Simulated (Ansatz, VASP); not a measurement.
## Cross-check of PtSe2 between VASP and Ansatz

Aim: how closely do two programs agree when they are given the same cell, functional and k mesh? The cell is taken from a series of runs on this material, whose earlier steps may have relaxed, scaled, displaced or heated it; both programs get it as it stands.

Main program and level: Ansatz 0.2.0; plane waves, with VASP 6.6.1 beside it; PBE, spin-orbit coupling.

### 1. Starting point

The cell holds 6 atoms: 2 Pt and 4 Se. Its edges and angles: a = 3.710 Å, b = 3.710 Å, c = 39.600 Å, α = 90.0°, β = 90.0°, γ = 120.0°. Vacuum lies along c.

### 2. Ansatz: single point, PBE, spin-orbit coupling

Ansatz runs on its fully relativistic PAW (standard-fr) files.

A single point takes one fixed geometry, so differences don't come from the geometry; what else differs is listed under the comparison.

input.yaml reads:

```yaml
crystal:
  lattice:
    - [3.7095733006, 0.0, 0.0]
    - [-1.8547866503, 3.2125847155, 0.0]
    - [0.0, 0.0, 39.6]
  atoms:
    - { symbol: Pt, position: [0.0, 0.0, 0.429850082] }
    - { symbol: Se, position: [0.3333333333, 0.6666666667, 0.4631258126] }
    - { symbol: Se, position: [0.6666666667, 0.3333333333, 0.3963541962] }
    - { symbol: Pt, position: [0.3333333333, 0.6666666667, 0.570149918] }
    - { symbol: Se, position: [0.6666666667, 0.3333333333, 0.6036458038] }
    - { symbol: Se, position: [0.0, 0.0, 0.5368741874] }
  periodic: [true, true, false]
kpoints:
  mp_grid: { grid: [6, 6, 1] }
  band_path:
    path:
      - [0.0, 0.0, 0.0]
      - [0.5, 0.0, 0.0]
      - [0.3333333333, 0.3333333333, 0.0]
      - [0.0666666667, 0.0666666667, 0.0]
      - [0.25, 0.0, 0.0]
      - [0.2, 0.0, 0.0]
    npoints: 1
hamiltonian:
  xc: pbe
scf:
  occupations: { method: fermi_dirac, width: 0.02 }
  n_extra_bands: 12
magnetization:
  noncollinear: true
  spin_orbit: true
output:
  eigenvalues: true
```

Run with:

```sh
> ansatz run input.yaml --threads 8 --pin off --max-ram 17510MiB --backend cpu --events-out ev --progress --plain --runs-dir out
```

Numbers of over 12 decimals in the logs are rounded to 6 here.

The program printed:

```text
scf.n_extra_bands = 12 over 100 filled bands (N_el = 100.0): the run solves 112 bands
Engine: ansatz 0.2.0, aarch64-unknown-linux-gnu
Pseudopotentials: kind: paw_fr
Pseudopotential: Pt, paw_fr, valence charge 18, recommended cutoff 420 eV (normal), Pt.paw.azcp#standard-fr
Pseudopotential: Se, paw_fr, valence charge 16, recommended cutoff 420 eV (normal), Se.paw.azcp#standard-fr
Functional definition: PBE
  parameter kappa = 0.804
  parameter beta = 0.066725
  exchange = pbe_x(kappa = kappa, mu = beta*pi^2/3)
  correlation = pbe_c(beta = beta)
non-collinear run that drives no moment, with spin-orbit: no starting moment large enough to seed its density (crystal.atoms[].spin), no starting occupations that ask for one, no magnetisation constraint and no magnetic field, so the semilocal B_xc is pinned to zero
Crystal: 6 atoms, lattice volume = 471.926 Å³
Basis set: ecut = 420 eV, 9289 PW (Γ)
Bands: 112, of which v1, the nominal top of the filled ones, is band 100 counted from 1 (99 counted from 0)
Symmetry: 12 space group operations + 12 with time reversal
Magnetic group: BNS 164.86 (UNI 1316), of the structure as read, at distance tolerance 7.8e-5 Å
k-points: 7 of 36
Projection manifold: j_resolved (fully-relativistic pseudo-atomic orbitals)
Non-local potential: Pt, projectors of the file, l = 0: 3, l = 1: 4, l = 2: 4, l = 3: 2
Non-local potential: Se, projectors of the file, l = 0: 2, l = 1: 4, l = 2: 6, l = 3: 2
PAW form: soft (Blöchl's): semilocal exchange-correlation on the pseudo side does not see the compensation charge
PAW one-centre angular grid: Pt, 590 points (default); XC on 64 Gauss nodes
PAW one-centre angular grid: Se, 590 points (default); XC on 96 Gauss nodes
Initial density: superposition of atomic densities (neutral atoms: chi_scale 0, normalization atom)
Initial wavefunctions: pseudopotential atomic-orbital guess
Functional: x = pbe(κ = 0.804, μ = 0.219515), c = pbe(β = 0.066725)
SCF iter   1: F=—  HF=-46996.166625 eV  |F-HF|=—  |Δ(HF+E_count)|=         —  Δρ=4.29e-2  dr2=9.25e0  dr2_m=0.00e0 (ungated)  ethr=3.10e-3  |M|=0.00e0 ∫|m|=0.00e0 μB  |m|>n=0.0e0 m-floor=0.0e0 τ_xc=0.0e0  β_m=0.30  ⟨swp⟩=14.7  Hψ=2552  notcnv=0
preconditioner: auto → Resta (q_TF=auto, 2.107 Å⁻¹)  ε∞=3.0  [insulator: Δε(μ)=1.227 eV  Ē_g=8.072 eV  σ=0.020 eV  W_gap=1.00  n_scr=80 (ndim 8)  ℏωp=11.3 eV  f_vac=0.706  D(μ)=0.00/eV (n_scr^D=0)  ε∞_Penn≈3.0  vacuum switching on, ρ_ref=4.7e-3 e/Å³]
spin=Noncollinear: Resta preconditioning applied to the charge; magnetization (m_x, m_y, m_z) channels mix plain (no charge-response kernel on spin).
SCF iter   2: F=—  HF=-46994.599291 eV  |F-HF|=—  |Δ(HF+E_count)|=    1.57e0  Δρ=1.67e-2  dr2=5.05e-1  dr2_m=0.00e0 (ungated)  ethr=3.10e-3  |M|=0.00e0 ∫|m|=0.00e0 μB  |m|>n=0.0e0 m-floor=0.0e0 τ_xc=0.0e0  β_m=0.32  ⟨swp⟩=3.3  Hψ=807  notcnv=0  defer=28
SCF iter   3: F=—  HF=-46994.546886 eV  |F-HF|=—  |Δ(HF+E_count)|=   5.24e-2  Δρ=1.15e-2  dr2=2.49e-1  dr2_m=0.00e0 (ungated)  ethr=5.05e-4  |M|=0.00e0 ∫|m|=0.00e0 μB  |m|>n=0.0e0 m-floor=0.0e0 τ_xc=0.0e0  β_m=0.66  ⟨swp⟩=2.0  Hψ=572  notcnv=0  defer=28
SCF iter   4: F=—  HF=-46994.524140 eV  |F-HF|=—  |Δ(HF+E_count)|=   2.27e-2  Δρ=1.56e-3  dr2=7.91e-2  dr2_m=0.00e0 (ungated)  ethr=2.49e-4  |M|=0.00e0 ∫|m|=0.00e0 μB  |m|>n=0.0e0 m-floor=0.0e0 τ_xc=0.0e0  β_m=0.54  ⟨swp⟩=3.0  Hψ=672  notcnv=0  defer=28
SCF iter   5: F=—  HF=-46994.517700 eV  |F-HF|=—  |Δ(HF+E_count)|=   6.44e-3  Δρ=6.93e-4  dr2=1.11e-2  dr2_m=0.00e0 (ungated)  ethr=7.91e-5  |M|=0.00e0 ∫|m|=0.00e0 μB  |m|>n=0.0e0 m-floor=0.0e0 τ_xc=0.0e0  β_m=0.53  ⟨swp⟩=3.0  Hψ=619  notcnv=0  defer=28
SCF iter   6: F=—  HF=-46994.517261 eV  |F-HF|=—  |Δ(HF+E_count)|=   4.39e-4  Δρ=2.50e-4  dr2=4.11e-4  dr2_m=0.00e0 (ungated)  ethr=1.11e-5  |M|=0.00e0 ∫|m|=0.00e0 μB  |m|>n=0.0e0 m-floor=0.0e0 τ_xc=0.0e0  β_m=0.62  ⟨swp⟩=3.0  Hψ=676  notcnv=0  defer=28
SCF iter   7: F=—  HF=-46994.517498 eV  |F-HF|=—  |Δ(HF+E_count)|=   2.36e-4  Δρ=1.06e-4  dr2=7.60e-5  dr2_m=0.00e0 (ungated)  ethr=4.11e-7  |M|=0.00e0 ∫|m|=0.00e0 μB  |m|>n=0.0e0 m-floor=0.0e0 τ_xc=0.0e0  β_m=0.74  ⟨swp⟩=3.6  Hψ=832  notcnv=0  defer=28
SCF iter   8: F=—  HF=-46994.517679 eV  |F-HF|=—  |Δ(HF+E_count)|=   1.81e-4  Δρ=2.25e-5  dr2=5.66e-6  dr2_m=0.00e0 (ungated)  ethr=7.60e-8  |M|=0.00e0 ∫|m|=0.00e0 μB  |m|>n=0.0e0 m-floor=0.0e0 τ_xc=0.0e0  β_m=0.80  ⟨swp⟩=3.0  Hψ=645  notcnv=0  defer=28
SCF iter   9: F=—  HF=-46994.517684 eV  |F-HF|=—  |Δ(HF+E_count)|=   5.14e-6  Δρ=4.78e-6  dr2=1.49e-7  dr2_m=0.00e0 (ungated)  ethr=5.66e-9  |M|=0.00e0 ∫|m|=0.00e0 μB  |m|>n=0.0e0 m-floor=0.0e0 τ_xc=0.0e0  β_m=0.84  ⟨swp⟩=3.0  Hψ=648  notcnv=0  defer=28
SCF iter  10: F=-46994.517684 eV  HF=-46994.517684 eV  |F-HF|=2.18e-10  |Δ(HF+E_count)|=   6.56e-7  Δρ=2.50e-6  dr2=7.10e-8  dr2_m=0.00e0 (ungated)  ethr=1.00e-10  |M|=0.00e0 ∫|m|=0.00e0 μB  |m|>n=0.0e0 m-floor=0.0e0 τ_xc=0.0e0  ⟨swp⟩=17.3  Hψ=1588  notcnv=0
SCF 1 converged in 10 iterations: F = -46994.517684 eV  dr2 = 7.10e-8
  greatest PAW one-centre occupation: 1.000 electrons in one spin orbital (limit 2), on the Pt atom at site 3 (counted from 0), in its partial waves of l = 0
NSCF: frozen V_eff on 6 k-points
SCF converged after 10 iterations
Magnetization: |M| = 0.0000 μB,  M = (+0.0000, +0.0000, +0.0000) μB
Absolute magnetization: 0.0000 μB (∫|m|)
  site 0: m = (+0.0000, +0.0000, +0.0000) μB, |m| = 0.0000 μB  (R = 1.04 Å)
  site 1: m = (+0.0000, +0.0000, +0.0000) μB, |m| = 0.0000 μB  (R = 1.04 Å)
  site 2: m = (+0.0000, +0.0000, +0.0000) μB, |m| = 0.0000 μB  (R = 1.04 Å)
  site 3: m = (+0.0000, +0.0000, +0.0000) μB, |m| = 0.0000 μB  (R = 1.04 Å)
  site 4: m = (+0.0000, +0.0000, +0.0000) μB, |m| = 0.0000 μB  (R = 1.04 Å)
  site 5: m = (+0.0000, +0.0000, +0.0000) μB, |m| = 0.0000 μB  (R = 1.04 Å)
Free energy (F): -46994.517684 eV
Harris-Foulkes:  -46994.517684 eV  (|F-HF|=2.18e-10)
Internal energy: -46994.517684 eV  (E = F + TS)
E sigma→0 (E₀):  -46994.517684 eV
Fermi energy:    -4.710144 eV
--- Per-component energies (eV) ---
  E_band       = -3710.186240
  E_kinetic    = 1747.174288
  E_local      = -503241.056710  (includes V_loc(G=0)·N_el)
  E_nonlocal   = -2004.541558
  E_hartree    = 250241.618308
  E_xc         = -940.478024
  E_vxc        = -998.610844  (∫ρ·V_xc dr)
  E_paw        = -26609.551491  (= ΣΔE_a)
  E_vpaw       = 303.517351  (= ΣTr[D̂ρ^β])
  E_aug_tail   = -0.002034  (compensation charges beyond the density's cutoff)
  E_ewald      = 233812.319536
  E_smearing   = -0.000000  (= −TS)
  E_closure    = 0.000000  (closes the sum)
  Σ components = -46994.517684   (vs F -46994.517684, Δ=0.00e0)
--- Band table (eV; the first three rows and the last of 7) ---
  k-point 0: bands = [... 96 lower, -5.4268, -5.4268, -5.3988, -5.3988, -2.8146, -2.8146, -2.7776, -2.7776, ... 8 higher]
  k-point 1: bands = [... 96 lower, -5.5998, -5.5998, -5.1760, -5.1760, -4.0848, -4.0848, -3.7940, -3.7940, ... 8 higher]
  k-point 2: bands = [... 96 lower, -6.2817, -6.2817, -5.9813, -5.9813, -4.1260, -4.1260, -3.4354, -3.4354, ... 8 higher]
  k-point 6: bands = [... 96 lower, -6.5406, -6.5406, -6.5153, -6.5153, -4.2642, -4.2642, -3.9112, -3.9112, ... 8 higher]
```

### 3. VASP: single point, PBE, spin-orbit coupling

The same cell, functional, mesh and smearing now go to VASP, with its own data sets.

Lines of VASP's logs that name or quote its potential files are left out, and so is its time.

INCAR reads:

```
SYSTEM = PtSe2
PREC = Accurate
ENCUT = 400
EDIFF = 1E-06
NELM = 200
ISMEAR = -1
SIGMA = 0.02
LREAL = .FALSE.
ALGO = Normal
GGA = PE
LNONCOLLINEAR = .TRUE.
MAGMOM = 0 0 0 0 0 0 0 0 0 0 0 0 0 0 0 0 0 0
NBANDS = 56
GGA_COMPAT = .FALSE.
LASPH = .TRUE.
LSORBIT = .TRUE.
LMAXMIX = 4
LORBIT = 11
LWAVE = .FALSE.
LCHARG = .FALSE.
ISIF = 2
LDIPOL = .TRUE.
IDIPOL = 3
DIPOL = 0.5 0.5 0.5
LVHAR = .TRUE.
EFERMI = MIDGAP
NELMDL = -8
KPAR = 2
```

POSCAR reads:

```
PtSe2
1.0
    3.7095733006      0.0000000000      0.0000000000
   -1.8547866503      3.2125847155      0.0000000000
    0.0000000000      0.0000000000     39.6000000000
Pt Se
2 4
Direct
    0.9999999999      1.0000000000      0.4298500820
    0.3333333333      0.6666666666      0.5701499180
    0.3333333333      0.6666666666      0.4631258126
    0.6666666666      0.3333333333      0.3963541962
    0.6666666666      0.3333333333      0.6036458038
    0.9999999999      1.0000000000      0.5368741874
```

KPOINTS reads:

```
Automatic mesh
0
Gamma
6 6 1
0 0 0
```

Potentials, in the order of the species: Pt and Se (PBE family, release 64).

Run with:

```sh
> mpirun -np 2 vasp_ncl
```

The program printed:

```text
[banner, memory and clock lines left out]
running    2 mpi-ranks, on    1 nodes
 distrk:  each k-point on    1 cores,    2 groups
 distr:  one band on    1 cores,    1 groups

 POSCAR found type information on POSCAR PtSe
 POSCAR found :  2 types and       6 ions
 LDA part: xc-table for (Slater+PW92), standard interpolation
 POSCAR, INCAR and KPOINTS ok, starting setup
 FFT: planning ... GRIDC
 FFT: planning ... GRID_SOFT
 FFT: planning ... GRID
 WAVECAR not read
 entering main loop
       N       E                     dE             d eps       ncg     rms          rms(c)
DAV:   1     0.335875640210E+03    0.33588E+03   -0.13140E+04   816   0.958E+02
DAV:   2     0.155446219517E+02   -0.32033E+03   -0.30709E+03  1128   0.205E+02
DAV:   3    -0.297503455409E+02   -0.45295E+02   -0.44588E+02   936   0.850E+01
DAV:   4    -0.310429938115E+02   -0.12926E+01   -0.12770E+01  1008   0.160E+01
DAV:   5    -0.310735737434E+02   -0.30580E-01   -0.30533E-01   960   0.238E+00
DAV:   6    -0.310746702692E+02   -0.10965E-02   -0.10963E-02  1016   0.448E-01
DAV:   7    -0.310747153810E+02   -0.45112E-04   -0.45111E-04  1008   0.867E-02
DAV:   8    -0.310747175371E+02   -0.21561E-05   -0.21561E-05   928   0.175E-02    0.197E+01
DAV:   9    -0.297081561881E+02    0.13666E+01   -0.91698E+00   840   0.257E+01    0.116E+01
DAV:  10    -0.294027613695E+02    0.30539E+00   -0.25929E+00   824   0.142E+01    0.593E+00
DAV:  11    -0.293438899359E+02    0.58871E-01   -0.19179E-01   856   0.254E+00    0.202E+00
DAV:  12    -0.293084216624E+02    0.35468E-01   -0.77360E-02   848   0.253E+00    0.435E-01
DAV:  13    -0.293097797336E+02   -0.13581E-02   -0.17951E-02   872   0.691E-01    0.271E-01
DAV:  14    -0.293096991856E+02    0.80548E-04   -0.62781E-04   920   0.161E-01    0.169E-01
[...]
DAV:  18    -0.293097337052E+02   -0.15132E-04   -0.16263E-06   664   0.689E-03    0.207E-03
DAV:  19    -0.293097442361E+02   -0.10531E-04   -0.59410E-07   608   0.301E-03    0.154E-03
DAV:  20    -0.293097579259E+02   -0.13690E-04   -0.72162E-07   584   0.248E-03    0.119E-03
DAV:  21    -0.293097762460E+02   -0.18320E-04   -0.15727E-06   592   0.302E-03    0.644E-04
DAV:  22    -0.293097807138E+02   -0.44678E-05   -0.17412E-07   608   0.126E-03    0.431E-04
DAV:  23    -0.293097853214E+02   -0.46076E-05   -0.90653E-08   520   0.999E-04    0.304E-04
DAV:  24    -0.293097886304E+02   -0.33090E-05   -0.14451E-07   560   0.804E-04    0.153E-04
DAV:  25    -0.293097896132E+02   -0.98278E-06   -0.96481E-09   512   0.329E-04
   1 F= -.29309790E+02 E0= -.29309790E+02  d E =-.397153E-10  mag=    -0.0000    -0.0000    -0.0000
```

OUTCAR, selected parts (step 3):

```text
ion  position               nearest neighbor table
   1  1.000  0.000  0.430-   3 2.51   3 2.51   3 2.51   4 2.52   4 2.52   4 2.52
   2  0.333  0.667  0.570-   6 2.51   6 2.51   6 2.51   5 2.52   5 2.52   5 2.52
   3  0.333  0.667  0.463-   1 2.51   1 2.51   1 2.51
   4  0.667  0.333  0.396-   1 2.52   1 2.52   1 2.52
   5  0.667  0.333  0.604-   2 2.52   2 2.52   2 2.52
   6  1.000  0.000  0.537-   2 2.51   2 2.51   2 2.51

  LATTYP: Found a hexagonal cell.
 ALAT       =     3.7095733006
 C/A-ratio  =    10.6750822240

 Subroutine GETGRP returns: Found 12 space group operations
 (whereof  6 operations were pure point group operations)

The static configuration has the point symmetry C_3v.
 The point group associated with its full space group is D_3d.

 Found      7 irreducible k-points:

   k-points           NKPTS =      7   k-points in BZ     NKDIM =      7   number of bands    NBANDS=     56

   dimension x,y,z NGX =    24 NGY =   24 NGZ =  270
   dimension x,y,z NGXF=    48 NGYF=   48 NGZF=  540

   ENCUT  =  400.0 eV  29.40 Ry    5.42 a.u.   6.05  6.05 64.58*2*pi/ulx,y,z

   NELECT =      44.0000    total number of electrons

 k-points in reciprocal lattice and weights: Automatic mesh
   0.00000000  0.00000000  0.00000000       0.028
   0.16666667  0.00000000  0.00000000       0.167
   0.33333333  0.00000000  0.00000000       0.167
   0.50000000  0.00000000  0.00000000       0.083
   0.16666667  0.16666667  0.00000000       0.167
   0.33333333  0.16666667  0.00000000       0.333
   0.33333333  0.33333333  0.00000000       0.056

 dipolmoment           0.000000      0.000000      0.000000 electrons x Angstroem

 average (electrostatic) potential at core
       1 -77.0075       2 -77.0075       3 -60.9335       4 -60.8748       5 -60.8748
       6 -60.9335

 E-fermi :  -1.8581

 k-point     1 :       0.0000    0.0000    0.0000
  band No.  band energies     occupation
    ...
     40      -2.7002      1.00000
     41      -2.5554      1.00000
     42      -2.5554      1.00000
     43      -2.5293      1.00000
     44      -2.5293      1.00000
     45       0.0443      0.00000
     46       0.0443      0.00000
     47       0.0796      0.00000
     48       0.0796      0.00000
     49       0.1636      0.00000
    ...

 k-point     2 :       0.1667    0.0000    0.0000
  band No.  band energies     occupation
    ...
     40      -2.9089      1.00000
     41      -2.7327      1.00000
     42      -2.7327      1.00000
     43      -2.3062      1.00000
     44      -2.3062      1.00000
     45      -1.2282      0.00000
     46      -1.2282      0.00000
     47      -0.9376      0.00000
     48      -0.9376      0.00000
     49      -0.2940      0.00000
    ...

 k-point     3 :       0.3333    0.0000    0.0000
  band No.  band energies     occupation
    ...
     40      -3.7123      1.00000
     41      -3.4193      1.00000
     42      -3.4193      1.00000
     43      -3.1169      1.00000
     44      -3.1169      1.00000
     45      -1.2763      0.00000
     46      -1.2763      0.00000
     47      -0.5820      0.00000
     48      -0.5820      0.00000
     49      -0.3953      0.00000
    ...

  Total        2.3050967      2.3050967      1.5555948      0.0000000      0.0000000      0.0000000
  in kB        7.8257505      7.8257505      5.2812087      0.0000000      0.0000000      0.0000000
  external PRESSURE =       6.9775699 kB  Pullay stress =       0.0000000 kB

  energy-cutoff  :      400.00
  volume of cell :      471.93
      direct lattice vectors                 reciprocal lattice vectors
     3.709573301  0.000000000  0.000000000     0.269572783  0.155637919  0.000000000
    -1.854786650  3.212584715  0.000000000     0.000000000  0.311275838  0.000000000
     0.000000000  0.000000000 39.600000000     0.000000000  0.000000000  0.025252525

 POSITION                                       TOTAL-FORCE (eV/Angst)
 -----------------------------------------------------------------------------------
      3.70957      0.00000     17.02206        -0.000000      0.000000     -0.087590
     -0.00000      2.14172     22.57794        -0.000000     -0.000000      0.087590
     -0.00000      2.14172     18.33978         0.000000      0.000000     -0.011283
      1.85479      1.07086     15.69563        -0.000000      0.000000     -0.132907
      1.85479      1.07086     23.90437         0.000000     -0.000000      0.132907
      3.70957      0.00000     21.26022        -0.000000      0.000000      0.011283
 -----------------------------------------------------------------------------------
    total drift:                                0.000000      0.000000      0.000000

  FREE ENERGIE OF THE ION-ELECTRON SYSTEM (eV)
  ---------------------------------------------------
  free  energy   TOTEN  =       -29.3097896132 eV

  energy  without entropy=      -29.3097896131  energy(sigma->0) =      -29.30978961

 vacuum level on the upper side and lower side of the slab         2.872         2.872

 Spin-Orbit-Coupling matrix elements
 Ion:    1  E_soc:     -0.7392158
 Ion:    2  E_soc:     -0.7392158
 Ion:    3  E_soc:     -0.0295920
 Ion:    4  E_soc:     -0.0296484
 Ion:    5  E_soc:     -0.0296484
 Ion:    6  E_soc:     -0.0295920

 total charge
# of ion       s       p       d       tot
------------------------------------------
    1        0.680   0.712   7.975   9.368
    2        0.680   0.712   7.975   9.368
    3        1.481   2.249   0.059   3.789
    4        1.477   2.252   0.056   3.786
    5        1.477   2.252   0.056   3.786
    6        1.481   2.249   0.059   3.789
--------------------------------------------------
tot          7.277  10.428  16.182  33.886

 magnetization (x)
# of ion       s       p       d       tot
------------------------------------------
    1        0.000   0.000   0.000   0.000
    2        0.000  -0.000   0.000  -0.000
    3        0.000   0.000   0.000   0.000
    4        0.000   0.000   0.000   0.000
    5        0.000   0.000  -0.000  -0.000
    6        0.000   0.000   0.000   0.000
--------------------------------------------------
tot          0.000   0.000   0.000   0.000

 magnetization (y)
# of ion       s       p       d       tot
------------------------------------------
    1        0.000   0.000   0.000   0.000
    2        0.000   0.000   0.000   0.000
    3        0.000   0.000   0.000   0.000
    4        0.000   0.000  -0.000  -0.000
    5       -0.000   0.000   0.000   0.000
    6        0.000  -0.000  -0.000  -0.000
--------------------------------------------------
tot         -0.000   0.000  -0.000  -0.000

 magnetization (z)
# of ion       s       p       d       tot
------------------------------------------
    1        0.000   0.000   0.000   0.000
    2        0.000   0.000   0.000   0.000
    3       -0.000   0.000   0.000   0.000
    4        0.000   0.000   0.000   0.000
    5        0.000   0.000  -0.000   0.000
    6       -0.000   0.000  -0.000  -0.000
--------------------------------------------------
tot          0.000   0.000   0.000   0.000

[... 3 further parts left out ...]
```

### 4. Side by side

Known differences besides the potentials themselves: spin-orbit coupling enters by fully relativistic files in Ansatz and inside the spheres in VASP; Ansatz cuts the interaction across the vacuum, VASP repeats the sheet with a dipole correction (LDIPOL); the data sets hold 100 valence electrons in Ansatz (on its fully relativistic PAW (standard-fr) files) and 44 in VASP; the cutoff is 420 eV in Ansatz and 400 eV in VASP. Total energies have different zeros and are not compared.

Compared:

```tsv
quantity	Ansatz	VASP	difference
gap on the k mesh (eV)	0.912	0.896	+0.016
```

A gap on the mesh is an upper bound, since the band edges may lie between its points. Where the cell holds vacuum, a pressure given here is an average over it and none of the material.

### 5. Results

```
difference in gap on the k mesh (single point, PBE, spin-orbit coupling) : 0.016 eV
```

What this shows: The difference in gap on the k mesh is 0.016 eV (single point, PBE, spin-orbit coupling), within the 0.08 eV picked in this series as the mark of a large difference. The data sets hold unlike numbers of valence electrons (100 in Ansatz and 44 in VASP), so part of the differences may come from the potentials. How closely two codes agree says nothing of how well the functional describes the real material.

[Lines on the potential files, build, host, timing and source positions are cut from VASP's logs without a mark.]

[Logs are printed without paths, hosts, clocks, repeated set-up lines and the standing remarks that a program may print on its own settings, such as how far it seeks lower states.]

[Hosts, paths, dates, database ids (printed as entryN), source tags and the programs' standing remarks are cut or masked in the printed files.]
